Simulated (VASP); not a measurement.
# Hf3SnS4 (Pmmm) in VASP: relaxation of cell and atoms with PBE

Aim: the relaxation of cell and atoms of Hf3SnS4 with PBE.

Everything below comes from runs of VASP 6.6.1. Logs are shortened: lines on timing, memory, paths and dates and some standing lists are left out, and cuts for length are marked.

**1. The crystal as given**

The structure is orthorhombic, space group Pmmm (No. 47). The conventional cell has a = 3.813 Å, b = 5.425 Å, c = 7.677 Å, α = 90.00°, β = 90.00°, γ = 90.00°. Hf (site symmetry mm2) is surrounded by 6 S at 2.68 to 2.73 Å. Hf (site symmetry mmm) is surrounded by 6 S at 2.71 to 2.78 Å. Sn (site symmetry mmm) is surrounded by 6 S at 2.63 to 2.71 Å. S (site symmetry mmm) has 6 Hf at 2.68 to 2.71 Å as nearest neighbours. S (site symmetry mm2) is surrounded by 2 Sn at 2.63 Å and 4 Hf at 2.72 to 2.78 Å. S (site symmetry mmm) has 2 Sn at 2.71 Å and 4 Hf at 2.73 Å as nearest neighbours.

The cell was built by a generator and needn't be a form met in nature.

**2. Relaxation of cell and atoms, PBE**

INCAR

```
PREC = Normal ; ENCUT = 520
EDIFF = 1E-4 ; ISMEAR = 0
SIGMA = 0.15 ; LREAL = False
LASPH = True ; NELM = 60
ALGO = Fast ; ISIF = 3
LWAVE = False ; LCHARG = False
GGA = PE ; IBRION = 2
NSW = 24 ; EDIFFG = -0.08
```

KPOINTS

```
regular mesh
0
Gamma
  4 3 2
```

POSCAR

```
Hf3SnS4
1.0
    3.8127966900      0.0000000000      0.0000000000
    0.0000000000      5.4254300100      0.0000000000
    0.0000000000      0.0000000000      7.6768622100
Hf Sn S
3 1 4
Direct
    0.5000000000      0.5000000000      0.2552588300
    0.0000000000      0.0000000000      0.5000000000
    0.5000000000      0.5000000000      0.7447411700
    0.0000000000      0.0000000000      0.0000000000
    0.0000000000      0.5000000000      0.5000000000
    0.5000000000      0.0000000000      0.7639618500
    0.0000000000      0.5000000000      0.0000000000
    0.5000000000      0.0000000000      0.2360381500
```

Potentials or basis: VASP PAW PBE potentials, release 64 (Hf_pv, Sn_d, S).

Started as:

```console
cat potpaw_PBE.64/Hf_pv/POTCAR potpaw_PBE.64/Sn_d/POTCAR potpaw_PBE.64/S/POTCAR > POTCAR
mpirun -np 1 vasp_std > vasp.out
```

OUTCAR:

```text
PREC = Normal
   ENCUT = 520
   EDIFF = 1E-4
   ISMEAR = 0
   LREAL = False
   LASPH = True
   NELM = 60
   ISIF = 3
   GGA = PE
   IBRION = 2
   NSW = 24
   EDIFFG = -0.08

 ion  position               nearest neighbor table
   1  0.500  0.500  0.255-   5 2.68   5 2.68   8 2.72   8 2.72   7 2.73   7 2.73   3 3.76   2 3.81
                             2 3.81   2 3.81   2 3.81
   2  0.000  0.000  0.500-   5 2.71   5 2.71   8 2.78   6 2.78   6 2.78   8 2.78   3 3.81   3 3.81
                             1 3.81   3 3.81   1 3.81   1 3.81   1 3.81   3 3.81
   3  0.500  0.500  0.745-   5 2.68   5 2.68   6 2.72   6 2.72   7 2.73   7 2.73   1 3.76   2 3.81
                             2 3.81   2 3.81   2 3.81
   4  0.000  0.000  0.000-   6 2.63   8 2.63   6 2.63   8 2.63   7 2.71   7 2.71
   5  0.000  0.500  0.500-   1 2.68   3 2.68   1 2.68   3 2.68   2 2.71   2 2.71
   6  0.500  0.000  0.764-   4 2.63   4 2.63   3 2.72   3 2.72   2 2.78   2 2.78
   7  0.000  0.500  0.000-   4 2.71   4 2.71   1 2.73   3 2.73   1 2.73   3 2.73
   8  0.500  0.000  0.236-   4 2.63   4 2.63   1 2.72   1 2.72   2 2.78   2 2.78

  LATTYP: Found a simple orthorhombic cell.
 ALAT       =     3.8127966900
 B/A-ratio  =     1.4229528745
 C/A-ratio  =     2.0134465156

  Lattice vectors:

 A1 = (   3.8127966900,   0.0000000000,   0.0000000000)
 A2 = (   0.0000000000,   5.4254300100,   0.0000000000)
 A3 = (   0.0000000000,   0.0000000000,   7.6768622100)

Analysis of symmetry for initial positions (statically):
=====================================================================
 Subroutine PRICEL returns:
 Original cell was already a primitive cell.

 Routine SETGRP: Setting up the symmetry group for a
 simple orthorhombic supercell.

 Subroutine GETGRP returns: Found  8 space group operations
 (whereof  8 operations were pure point group operations)
 out of a pool of  8 trial point group operations.

The static configuration has the point symmetry D_2h.

Analysis of symmetry for dynamics (positions and initial velocities):
=====================================================================
 Subroutine PRICEL returns:
 Original cell was already a primitive cell.

 Routine SETGRP: Setting up the symmetry group for a
 simple orthorhombic supercell.

 Subroutine GETGRP returns: Found  8 space group operations
 (whereof  8 operations were pure point group operations)
 out of a pool of  8 trial point group operations.

The dynamic configuration has the point symmetry D_2h.

 Subroutine INISYM returns: Found  8 space group operations
 (whereof  8 operations are pure point group operations),
 and found     1 'primitive' translations

----------------------------------------------------------------------------------------

                                     Primitive cell

  volume of cell :     158.8040

  direct lattice vectors                    reciprocal lattice vectors
     3.812796690  0.000000000  0.000000000     0.262274672  0.000000000  0.000000000
     0.000000000  5.425430010  0.000000000     0.000000000  0.184317187  0.000000000
     0.000000000  0.000000000  7.676862210     0.000000000  0.000000000  0.130261554

  length of vectors
     3.812796690  5.425430010  7.676862210     0.262274672  0.184317187  0.130261554

  position of ions in fractional coordinates (direct lattice)
     0.500000000  0.500000000  0.255258830
     0.000000000  0.000000000  0.500000000
     0.500000000  0.500000000  0.744741170
     0.000000000  0.000000000  0.000000000
     0.000000000  0.500000000  0.500000000
     0.500000000  0.000000000  0.763961850
     0.000000000  0.500000000  0.000000000
     0.500000000  0.000000000  0.236038150

  ion indices of the primitive-cell ions
   primitive index   ion index
                 1           1
                 2           2
                 3           3
                 4           4
                 5           5
                 6           6
                 7           7
                 8           8

----------------------------------------------------------------------------------------

 KPOINTS: regular mesh

Automatic generation of k-mesh.
 Grid dimensions read from file:
 generate k-points for:    4    3    2

 Generating k-lattice:

  Cartesian coordinates                     Fractional coordinates (reciprocal lattice)
     0.065568668  0.000000000  0.000000000     0.250000000  0.000000000  0.000000000
     0.000000000  0.061439062  0.000000000     0.000000000  0.333333333  0.000000000
     0.000000000  0.000000000  0.065130777     0.000000000  0.000000000  0.500000000

  Length of vectors
     0.065568668  0.061439062  0.065130777

  Shift w.r.t. Gamma in fractional coordinates (k-lattice)
     0.000000000  0.000000000  0.000000000

 Subroutine IBZKPT returns following result:
 ===========================================

 Found     12 irreducible k-points:

 Following reciprocal coordinates:
            Coordinates               Weight
  0.000000  0.000000  0.000000      1.000000
  0.250000  0.000000  0.000000      2.000000
  0.500000  0.000000  0.000000      1.000000
  0.000000  0.333333  0.000000      2.000000
  0.250000  0.333333  0.000000      4.000000
  0.500000  0.333333  0.000000      2.000000
  0.000000  0.000000  0.500000      1.000000
  0.250000  0.000000  0.500000      2.000000
  0.500000  0.000000  0.500000      1.000000
  0.000000  0.333333  0.500000      2.000000
  0.250000  0.333333  0.500000      4.000000
  0.500000  0.333333  0.500000      2.000000
   k-points           NKPTS =     12   k-points in BZ     NKDIM =     12   number of bands    NBANDS=     40
   number of dos      NEDOS =    301   number of ions     NIONS =      8
   total plane-waves  NPLWV =  34560
   dimension x,y,z NGX =    24 NGY =   30 NGZ =   48
   dimension x,y,z NGXF=    48 NGYF=   60 NGZF=   96
   ions per type =               3   1   4
   NGX,Y,Z   is equivalent  to a cutoff of  10.46,  9.19, 10.39 a.u.
   NGXF,Y,Z  is equivalent  to a cutoff of  20.93, 18.39, 20.79 a.u.
 SYSTEM =  unknown system
   PREC   = normal    normal or accurate (medium, high low for compatibility)
   ISTART =      0    job   : 0-new  1-cont  2-samecut
   ICHARG =      2    charge: 1-file 2-atom 10-const
   ISPIN  =      1    spin polarized calculation?
   LNONCOLLINEAR =      F non collinear calculations
   LSORBIT =      F    spin-orbit coupling
   LASPH  =      T    aspherical Exc in radial PAW
   ENCUT  =  520.0 eV  38.22 Ry    6.18 a.u.   7.09 10.09 14.27*2*pi/ulx,y,z
   NELM   =     60;   NELMIN=  2; NELMDL= -5     # of ELM steps
   EDIFF  = 0.1E-03   stopping-criterion for ELM
   LREAL  =      F    real-space projection
   EDIFFG = -.8E-01   stopping-criterion for IOM
   NSW    =     24    number of steps for IOM
   IBRION =      2    ionic relax: 0-MD 1-quasi-New 2-CG
   NFREE  =      1    steps in history (QN), initial steepest desc. (CG)
   ISIF   =      3    stress and relaxation
   ISYM   =      2    0-nonsym 1-usesym 2-fastsym
   POTIM  = 0.5000    time-step for ionic-motion
   TEBEG  =    0.0;   TEEND  =   0.0 temperature during run
   PSTRESS=    0.0 pullay stress
   NELECT =      68.0000    total number of electrons
   NUPDOWN=      -1.0000    fix difference up-down
   EMIN   =  10.00;   EMAX   =-10.00  energy-range for DOS
   EFERMI =   0.00;   METHOD = LEGACY
   ISMEAR =     0;   SIGMA  =   0.15  broadening in eV -4-tet -1-fermi 0-gaus
   EFERMI_NEDOS =   21; number of points for ismear=-14 and -15
   IALGO  =     68    algorithm
   IMIX   =      4    mixing-type and parameters
     AMIX     =   0.40;   BMIX     =  1.00
     AMIX_MAG =   1.60;   BMIX_MAG =  1.00
  volume/ion in A,a.u.               =      19.85       133.96
  Fermi-wavevector in a.u.,A,eV,Ry     =   1.233930  2.331790 20.716012  1.522584
  Thomas-Fermi vector in A             =   2.368641
   LORBIT       =      0    0 simple, 1 ext, 2 COOP (PROOUT), +10 PAW based schemes
   GGA     = PE    functional components
   LHFCALC =     F    Hartree Fock is set to
   AEXX    =    0.0000 exact exchange contribution
   IVDW    =     0    specifies the selected vdW correction
   LEPSILON=     F    determine dielectric tensor
   LRPA    =     F    only Hartree local field effects (RPA)
 conjugate gradient relaxation of ions
 non-spin polarized calculation
 RMM-DIIS sequential band-by-band and
 Gauss-broadening in eV      SIGMA  =   0.15
  energy-cutoff  :      520.00
  volume of cell :      158.80
 maximum number of plane-waves:      4310
   NGX = 15   NGY = 21   NGZ = 29

--------------------------------------- Ionic step        1  -------------------------------------------

 number of electron      67.9999980 magnetization

 Free energy of the ion-electron system (eV)
  ---------------------------------------------------
  ext. energy  EPLUGINS =         0.00000000
  ---------------------------------------------------
  free energy    TOTEN  =       -55.51306788 eV

  energy without entropy =      -55.42709942  energy(sigma->0) =      -55.47008365

------------------------ aborting loop because EDIFF is reached ----------------------------------------

  FORCE on cell =-STRESS in cart. coord.  units (eV):
  Direction    XX          YY          ZZ          XY          YZ          ZX
  --------------------------------------------------------------------------------------
  -------------------------------------------------------------------------------------
  Total       -6.1607624     -5.8688586     -5.9522373      0.0000000      0.0000000      0.0000000
  in kB      -62.1560610    -59.2110369    -60.0522467      0.0000000      0.0000000      0.0000000
  external PRESSURE =     -60.4731148 kB  Pullay stress =       0.0000000 kB
[... 107 lines left out ...]
  FREE ENERGIE OF THE ION-ELECTRON SYSTEM (eV)
  ---------------------------------------------------
  free  energy   TOTEN  =       -56.0368757427 eV

  energy  without entropy=      -55.9662836888  energy(sigma->0) =      -56.00157972

[... ionic steps 4 to 13 ...]

--------------------------------------- Ionic step       14  -------------------------------------------

 number of electron      68.0000043 magnetization

------------------------ aborting loop because EDIFF is reached ----------------------------------------

  FORCE on cell =-STRESS in cart. coord.  units (eV):
  Direction    XX          YY          ZZ          XY          YZ          ZX
  --------------------------------------------------------------------------------------
  -------------------------------------------------------------------------------------
  Total        0.3748874      0.1495172     -0.0992239      0.0000000      0.0000000      0.0000000
  in kB        3.8765994      1.5461128     -1.0260445      0.0000000      0.0000000      0.0000000
  external PRESSURE =       1.4655559 kB  Pullay stress =       0.0000000 kB
[... 69 lines left out ...]
  energy  without entropy=      -56.7156665942  energy(sigma->0) =      -56.73956288

--------------------------------------- Ionic step       16  -------------------------------------------

 number of electron      68.0000038 magnetization

 Free energy of the ion-electron system (eV)
  ---------------------------------------------------
  ext. energy  EPLUGINS =         0.00000000
  ---------------------------------------------------
  free energy    TOTEN  =       -56.76740739 eV

  energy without entropy =      -56.72092249  energy(sigma->0) =      -56.74416494

 E-fermi :   8.1020     XC(G=0): -10.9488

 val. band max:        8.0193011582   @ k =   0.2500   0.3333   0.0000
 cond. band min:       8.1176800865   @ k =   0.2500   0.0000   0.0000
 fundamental gap:      0.0983789283
 Fermi energy:         8.1019775162

 k-point     1 :       0.0000    0.0000    0.0000
  band No.  band energies     occupation
      1     -24.1389      2.00000
      2     -24.0344      2.00000
      3     -24.0084      2.00000
      4     -23.9890      2.00000
      5     -23.9631      2.00000
      6     -23.8551      2.00000
[... 540 lines left out ...]
  FREE ENERGIE OF THE ION-ELECTRON SYSTEM (eV)
  ---------------------------------------------------
  free  energy   TOTEN  =       -56.7674073944 eV

  energy  without entropy=      -56.7209224869  energy(sigma->0) =      -56.74416494

 reached required accuracy - stopping structural energy minimisation
```

Wall time 7.4 min (1 thread of Intel Xeon Platinum 8259CL at 2.50GHz (Skylake/Cascade Lake), shared host); peak memory 0.23 GiB.

What came out:

```
Free energy                            : -56.7674 eV
Relaxed volume                         : 19.32 Å³/atom
Relaxed cell                           : a = 3.753 Å, b = 5.331 Å, c = 7.724 Å, α = 90.00°, β = 90.00°, γ = 90.00°
Space group after relaxing (to 0.05 Å) : Pmmm (No. 47)
Energy gained by relaxing              : 156.8 meV/atom
Ionic steps                            : 16
Pressure after relaxing                : 0.0 GPa
Largest force after relaxing           : 0.046 eV/Å
Band gap on the k mesh                 : none (metal or under the smearing width)
```

Forces in eV/Å, atoms in the order of the input:
```
Hf   0.000  0.000  0.046
Hf   0.000  0.000  0.000
Hf   0.000  0.000 -0.046
Sn   0.000  0.000  0.000
S    0.000  0.000  0.000
S    0.000  0.000 -0.011
S    0.000  0.000  0.000
S    0.000  0.000  0.011
```

The path:
```csv
step,energy change (eV),largest force (eV/Å),pressure (GPa),volume (Å³)
1,0.0000,2.1229,-6.05,158.80
2,-0.5032,1.3439,6.11,142.20
3,-0.5238,1.5248,3.70,144.67
4,-0.8532,0.6629,2.52,146.99
5,-0.9156,0.8126,2.29,148.37
6,-0.9192,0.8755,2.43,148.70
7,-1.0369,1.1487,-2.55,155.96
8,-1.0370,1.1477,-2.39,156.04
9,-1.1323,0.8727,-2.45,156.57
10,-1.2302,0.2417,-1.76,157.50
11,-1.2323,0.1334,-1.45,157.78
12,-1.2335,0.1415,-1.59,157.66
13,-1.2474,0.2109,0.27,154.73
14,-1.2475,0.2082,0.15,154.94
15,-1.2504,0.1468,0.04,154.84
16,-1.2543,0.0458,0.04,154.53
```

Final structure:
```xyz
8
Lattice="3.7529 0.0000 0.0000 0.0000 5.3307 0.0000 0.0000 0.0000 7.7244" Properties=species:S:1:pos:R:3 pbc="T T T"
Hf    1.8764    2.6654    2.2962
Hf    0.0000    0.0000    3.8622
Hf    1.8764    2.6654    5.4282
Sn    0.0000    0.0000    0.0000
S     0.0000    2.6654    3.8622
S     1.8764    0.0000    5.6669
S     0.0000    2.6654    0.0000
S     1.8764    0.0000    2.0575
```

Caveat: the k mesh is coarse (spacing up to 0.41 Å⁻¹), so the values aren't converged; the relaxation stopped at a loose force limit of 0.08 eV/Å, so its end isn't a converged minimum.
